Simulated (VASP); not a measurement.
# VPO5: structure and properties in VASP, part 6 of 9

What structure and properties does PBEsol + D3(BJ) + U give VPO5, and how near are they to the measured ones? The start is a computed cell from the Materials Project.

VASP 6.6.1; PBEsol with D3(BJ), DFT+U (V d 4 eV), spin-polarised from a ferromagnetic start; plane waves and PAW (V_sv, P, O).

So far, gap on the k-mesh (eV): step 2 (full relaxation (PBEsol + D3(BJ) + U)) 2.11; step 3 (second relaxation) 2.11.

## (6) Density of states (PBEsol + D3(BJ) + U)

Here the states are counted by energy and projected on the atoms. The mesh is finer than in the run before.

INCAR

```
SYSTEM = VPO5
PREC = Accurate
ENCUT = 520
EDIFF = 1E-06
NELM = 100
ISMEAR = -5
SIGMA = 0.05
LREAL = .FALSE.
ALGO = Normal
GGA = PS
IVDW = 12
NBANDS = 90
ISPIN = 2
MAGMOM = 2 2 0 0 0 0 0 0 0 0 0 0 0 0
LDAU = .TRUE.
LDAUTYPE = 2
LDAUL = 2 -1 -1
LDAUU = 4 0 0
LDAUJ = 0 0 0
LDAUPRINT = 1
LASPH = .TRUE.
LMAXMIX = 4
LORBIT = 11
LWAVE = .FALSE.
LCHARG = .FALSE.
KPAR = 8
NEDOS = 2001
```

POSCAR

```
VPO5
1.0
    3.6170787136     -3.4514216147     -0.0354071261
    3.6170787136      3.4514216147     -0.0354071261
   -3.3394706028      0.0000000000      6.3583339124
V P O
2 2 10
Direct
    0.4828922169      0.9531911590      0.4687110892
    0.9531911590      0.4828922169      0.9687110892
    0.1368702453      0.8718410873      0.7543018399
    0.8718410873      0.1368702453      0.2543018399
    0.1695887649      0.1664609187      0.9307509595
    0.8463306640      0.8270600026      0.5749556278
    0.8270600026      0.8463306640      0.0749556278
    0.1664609187      0.1695887649      0.4307509595
    0.6389388383      0.1667990418      0.3523395969
    0.8507019923      0.3802284933      0.1677590230
    0.3802284933      0.8507019923      0.6677590230
    0.1667990418      0.6389388383      0.8523395969
    0.3425669985      0.6770575770      0.2591818636
    0.6770575770      0.3425669985      0.7591818636
```

KPOINTS

```
Automatic mesh
0
Gamma
9 9 6
0 0 0
```

Potentials, in the order of the species: V_sv, P and O (PBE family, release 64).

The run is started by

```console
$ mpirun -np 8 vasp_std
```

What it wrote:

```text
[... set-up lines as in an earlier step ...]
 entering main loop
       N       E                     dE             d eps       ncg     rms          rms(c)
DAV:   1     0.907385341642E+03    0.90739E+03   -0.50620E+04 51352   0.108E+03
DAV:   2    -0.696297240238E+02   -0.97702E+03   -0.92287E+03 55116   0.335E+02
DAV:   3    -0.135136662410E+03   -0.65507E+02   -0.64507E+02 59640   0.965E+01
DAV:   4    -0.135895293169E+03   -0.75863E+00   -0.75763E+00 57472   0.110E+01
DAV:   5    -0.135901447440E+03   -0.61543E-02   -0.61539E-02 57840   0.999E-01    0.722E+01
DAV:   6    -0.116262757700E+03    0.19639E+02   -0.54278E+01 62890   0.572E+01    0.418E+01
DAV:   7    -0.116138836178E+03    0.12392E+00   -0.51381E+01 55370   0.692E+01    0.366E+01
DAV:   8    -0.108802856686E+03    0.73360E+01   -0.44709E+00 55416   0.143E+01    0.152E+01
DAV:   9    -0.106651179920E+03    0.21517E+01   -0.10526E+00 67956   0.952E+00    0.407E+00
DAV:  10    -0.106670706331E+03   -0.19526E-01   -0.36656E-01 56252   0.235E+00    0.228E+00
DAV:  11    -0.106671422704E+03   -0.71637E-03   -0.41402E-02 57478   0.114E+00    0.136E+00
DAV:  12    -0.106673146765E+03   -0.17241E-02   -0.25595E-02 58046   0.107E+00    0.498E-01
DAV:  13    -0.106672292595E+03    0.85417E-03   -0.31252E-03 55078   0.360E-01    0.228E-01
DAV:  14    -0.106672637332E+03   -0.34474E-03   -0.13068E-03 55640   0.195E-01    0.172E-01
DAV:  15    -0.106672738782E+03   -0.10145E-03   -0.10914E-04 55112   0.690E-02    0.663E-02
DAV:  16    -0.106672748195E+03   -0.94124E-05   -0.42557E-05 57162   0.344E-02    0.222E-02
DAV:  17    -0.106672749678E+03   -0.14835E-05   -0.99746E-06 54840   0.132E-02    0.123E-02
DAV:  18    -0.106672750586E+03   -0.90749E-06   -0.10007E-06 42982   0.686E-03
   1 F= -.10849967E+03 E0= -.10849967E+03  d E =0.000000E+00  mag=    -0.0000
```

Elapsed: 8.1 min, on 8 MPI ranks of AMD EPYC 9R14 (Zen 4), shared host; peak memory 17 GiB.

OUTCAR, selected parts (step 6):

```text
   k-points           NKPTS =    140   k-points in BZ     NKDIM =    140   number of bands    NBANDS=     90

   NELECT =      96.0000    total number of electrons

atom =   1  type =  1  l = 2

 onsite density matrix

spin component  1

spin component  2

 occupancies and eigenvectors

  o =  0.1579  v =  0.8049 -0.5158  0.2291 -0.1577 -0.0933  0.0000  0.0000  0.0000  0.0000  0.0000      0.0000  0.0000  0.0000  0.0000  0.0000  0.0000  0.0000  0.0000  0.0000  0.0000
  o =  0.1579  v =  0.0000  0.0000  0.0000  0.0000  0.0000  0.8049 -0.5158  0.2291 -0.1577 -0.0932      0.0000  0.0000  0.0000  0.0000  0.0000  0.0000  0.0000  0.0000  0.0000  0.0000
  o =  0.2661  v = -0.4511 -0.6553  0.3736  0.1090  0.4643  0.0000  0.0000  0.0000  0.0000  0.0000      0.0000  0.0000  0.0000  0.0000  0.0000  0.0000  0.0000  0.0000  0.0000  0.0000
  o =  0.2661  v =  0.0000  0.0000  0.0000  0.0000  0.0000 -0.4511 -0.6553  0.3736  0.1090  0.4643      0.0000  0.0000  0.0000  0.0000  0.0000  0.0000  0.0000  0.0000  0.0000  0.0000
  o =  0.2758  v =  0.2356 -0.1648 -0.7193  0.4142  0.4780  0.0000  0.0000  0.0000  0.0000  0.0000      0.0000  0.0000  0.0000  0.0000  0.0000  0.0000  0.0000  0.0000  0.0000  0.0000
  o =  0.2758  v =  0.0000  0.0000  0.0000  0.0000  0.0000  0.2356 -0.1647 -0.7193  0.4142  0.4780      0.0000  0.0000  0.0000  0.0000  0.0000  0.0000  0.0000  0.0000  0.0000  0.0000
  o =  0.3278  v = -0.1790 -0.3762 -0.1400  0.5386 -0.7188  0.0000  0.0000  0.0000  0.0000  0.0000      0.0000  0.0000  0.0000  0.0000  0.0000  0.0000  0.0000  0.0000  0.0000  0.0000
  o =  0.3278  v =  0.0000  0.0000  0.0000  0.0000  0.0000 -0.1790 -0.3762 -0.1399  0.5386 -0.7188      0.0000  0.0000  0.0000  0.0000  0.0000  0.0000  0.0000  0.0000  0.0000  0.0000
  o =  0.4561  v =  0.2470  0.3685  0.5206  0.7082  0.1750  0.0000  0.0000  0.0000  0.0000  0.0000      0.0000  0.0000  0.0000  0.0000  0.0000  0.0000  0.0000  0.0000  0.0000  0.0000
  o =  0.4561  v =  0.0000  0.0000  0.0000  0.0000  0.0000  0.2470  0.3685  0.5206  0.7082  0.1750      0.0000  0.0000  0.0000  0.0000  0.0000  0.0000  0.0000  0.0000  0.0000  0.0000

atom =   2  type =  1  l = 2

 onsite density matrix

spin component  1

spin component  2

 occupancies and eigenvectors

  o =  0.1579  v =  0.8049 -0.5158 -0.2291  0.1577  0.0933  0.0000  0.0000  0.0000  0.0000  0.0000      0.0000  0.0000  0.0000  0.0000  0.0000  0.0000  0.0000  0.0000  0.0000  0.0000
  o =  0.1579  v =  0.0000  0.0000  0.0000  0.0000  0.0000  0.8049 -0.5158 -0.2291  0.1577  0.0932      0.0000  0.0000  0.0000  0.0000  0.0000  0.0000  0.0000  0.0000  0.0000  0.0000
  o =  0.2661  v = -0.4511 -0.6553 -0.3736 -0.1090 -0.4643  0.0000  0.0000  0.0000  0.0000  0.0000      0.0000  0.0000  0.0000  0.0000  0.0000  0.0000  0.0000  0.0000  0.0000  0.0000
  o =  0.2661  v =  0.0000  0.0000  0.0000  0.0000  0.0000 -0.4511 -0.6553 -0.3736 -0.1090 -0.4643      0.0000  0.0000  0.0000  0.0000  0.0000  0.0000  0.0000  0.0000  0.0000  0.0000
  o =  0.2758  v = -0.2356  0.1648 -0.7193  0.4142  0.4780  0.0000  0.0000  0.0000  0.0000  0.0000      0.0000  0.0000  0.0000  0.0000  0.0000  0.0000  0.0000  0.0000  0.0000  0.0000
  o =  0.2758  v =  0.0000  0.0000  0.0000  0.0000  0.0000 -0.2356  0.1647 -0.7193  0.4142  0.4780      0.0000  0.0000  0.0000  0.0000  0.0000  0.0000  0.0000  0.0000  0.0000  0.0000
  o =  0.3278  v =  0.1790  0.3762 -0.1400  0.5386 -0.7188  0.0000  0.0000  0.0000  0.0000  0.0000      0.0000  0.0000  0.0000  0.0000  0.0000  0.0000  0.0000  0.0000  0.0000  0.0000
  o =  0.3278  v =  0.0000  0.0000  0.0000  0.0000  0.0000  0.1790  0.3762 -0.1399  0.5386 -0.7188      0.0000  0.0000  0.0000  0.0000  0.0000  0.0000  0.0000  0.0000  0.0000  0.0000
  o =  0.4561  v = -0.2470 -0.3685  0.5206  0.7082  0.1750  0.0000  0.0000  0.0000  0.0000  0.0000      0.0000  0.0000  0.0000  0.0000  0.0000  0.0000  0.0000  0.0000  0.0000  0.0000
  o =  0.4561  v =  0.0000  0.0000  0.0000  0.0000  0.0000 -0.2470 -0.3685  0.5206  0.7082  0.1750      0.0000  0.0000  0.0000  0.0000  0.0000  0.0000  0.0000  0.0000  0.0000  0.0000

 E-fermi :   2.0358

 spin component 1
 k-point     1 :       0.0000    0.0000    0.0000
  band No.  band energies     occupation
    ...
     44       1.2810      1.00000
     45       1.3775      1.00000
     46       1.4770      1.00000
     47       1.5912      1.00000
     48       1.9056      1.00000
     49       4.1137      0.00000
     50       4.4212      0.00000
     51       4.7746      0.00000
     52       4.9406      0.00000
     53       5.0504      0.00000
    ...

 k-point     2 :       0.1111   -0.0000   -0.0000
  band No.  band energies     occupation
    ...
     44       1.1581      1.00000
     45       1.4167      1.00000
     46       1.4917      1.00000
     47       1.5874      1.00000
     48       1.8827      1.00000
     49       4.1562      0.00000
     50       4.4503      0.00000
     51       4.7883      0.00000
     52       4.9761      0.00000
     53       5.0465      0.00000
    ...

 Edisp (eV)   -1.82692

  Total       0.02515     0.01941     0.00678     0.00000     0.00000     0.00875
  in kB       0.25514     0.19685     0.06880     0.00000     0.00000     0.08876
  external pressure =        0.17 kB  Pullay stress =        0.00 kB

 POSITION                                       TOTAL-FORCE (eV/Angst)
 -----------------------------------------------------------------------------------
      3.62918      1.62320      2.92937         0.000712      0.009088     -0.000220
      1.95944     -1.62320      6.10854         0.000712     -0.009088     -0.000220
      1.12962      2.53669      4.76039        -0.000573     -0.003106      0.000648
      2.79935     -2.53669      1.58122        -0.000573      0.003106      0.000648
     -1.89270     -0.01080      5.90613         0.001468      0.004336      0.002986
      4.13274     -0.06651      3.59651         0.003829     -0.006800     -0.003602
      5.80247      0.06651      0.41734         0.003829      0.006800     -0.003602
     -0.22296      0.01080      2.72696         0.001468     -0.004336      0.002986
      1.73779     -1.62955      2.21176        -0.002371      0.000541      0.000849
      3.89215     -1.62380      1.02308        -0.000662     -0.000020     -0.002922
      2.22241      1.62380      4.20225        -0.000662      0.000020     -0.002922
      0.06805      1.62955      5.39093        -0.002371     -0.000541      0.000849
      2.82253      1.15447      1.61186        -0.002404     -0.003960      0.002261
      1.15280     -1.15447      4.79103        -0.002404      0.003960      0.002261
 -----------------------------------------------------------------------------------
    total drift:                               -0.000978     -0.000000     -0.001106

  FREE ENERGIE OF THE ION-ELECTRON SYSTEM (eV)
  ---------------------------------------------------
  free  energy   TOTEN  =      -108.4996657339 eV

  energy  without entropy=     -108.4996657339  energy(sigma->0) =     -108.49966573

[... 13 parts as in an earlier step ...]

[... 13 further parts left out ...]
```

Numbers from this step:

```
irreducible k-points : 140
Fermi energy         : 2.036 eV
pressure             : 0.01736 GPa
valence top at k     : 0.4444, 0, 0.5
gap on the k-mesh    : 2.116 eV
```

The density of states has structure finer than the step of the table below, so its rows give means over 0.5 eV, whole bins alone (the curve runs from -12.0 to 4.20 eV). Peaks (eV: height): total -5.55: 12.4, -1.39: 15.8, -0.44: 13.8, 3.06: 17.1; O p -1.39: 10.5, -1.01: 8.61, -0.44: 10.2, -0.16: 6.54; V d -4.13: 1.78, 2.30: 6.12, 2.68: 7.92, 3.06: 11.5; V p -7.92: 0.214, -5.55: 0.375, -5.08: 0.203, -3.09: 0.259; O s -8.20: 0.940, -7.92: 1.20, -6.12: 0.274, -5.55: 0.475.

States under -12.0 eV and over 4.2 eV are left out; both spin channels agree and are summed. Density of states against energy, zero at the valence-band top; means over each step; 7 of 8 lines; values in states/eV/cell:

```tsv
energy (eV)	total	O p	V d	V p	O s	P p	V s
-9.5	0	0	0	0	0	0	0
-9.0	0.00334	0.00132	2.2e-4	2.2e-5	4.2e-4	7.2e-6	1.9e-4
-8.5	2.24	0.886	0.172	0.0231	0.310	0.0101	0.0943
-8.0	5.35	2.10	0.397	0.121	0.833	0.0265	0.0849
-7.5	0.395	0.155	0.0179	0.0122	0.0627	0.00282	0.00530
-7.0	0	0	0	0	0	0	0
-6.5	4.23	2.19	0.421	0.0312	0.0833	0.628	0.204
-6.0	6.51	3.32	0.782	0.0903	0.189	0.933	0.0917
-5.5	9.31	4.84	0.614	0.274	0.359	1.35	0.0487
-5.0	4.45	2.32	0.373	0.110	0.178	0.575	0.0318
-4.5	3.70	1.86	0.924	0.0709	0.0357	0.0546	0.0846
-4.0	8.11	4.15	1.25	0.125	0.0637	0.0483	0.0577
-3.5	8.95	4.79	1.15	0.157	0.0972	0.0560	0.0890
-3.0	9.15	5.10	1.04	0.194	0.103	0.0432	0.0977
-2.5	9.27	5.39	1.01	0.144	0.0915	0.0510	0.0685
-2.0	11.9	7.37	1.03	0.102	0.132	0.107	0.0505
-1.5	13.1	8.62	0.911	0.0780	0.0759	0.0607	0.0313
-1.0	9.04	6.30	0.356	0.0629	0.0671	0.0349	0.0204
-0.5	11.2	8.24	0.230	0.0610	0.0671	0.0408	0.0247
0.0	2.78	2.10	0.0461	0.00484	0.0117	0.00887	0.00624
0.5	0	0	0	0	0	0	0
1.0	0	0	0	0	0	0	0
1.5	0	0	0	0	0	0	0
2.0	0.802	0.0663	0.639	1.4e-4	0.00341	0.0102	2.2e-4
2.5	7.71	1.07	5.76	0.00568	0.0365	0.0432	0.00126
3.0	12.2	2.42	8.20	0.0556	0.0885	0.0617	0.00643
3.5	3.33	0.699	2.28	0.00154	0.0181	0.0114	0.00106
```

The gap on this mesh is 2.12 eV. In the top eV of the valence band the largest shares in the PAW spheres are O p 73 %; in the lowest eV of the conduction band, V d 71 % and O p 17 %. The rest lies in smaller channels or between the spheres.

(Continued in part 7 of 9.)

[Lines on the potential files, build, host, timing and source positions are cut from VASP's logs without a mark.]

[Logs are printed without paths, hosts, clocks, repeated set-up lines and the standing remarks that a program may print on its own settings, such as how far it seeks lower states.]

[Hosts, paths, dates, database ids (printed as entryN), source tags and the programs' standing remarks are cut or masked in the printed files.]

[A measured line is paired with the nearest computed mode of its activity, which favours agreement.]
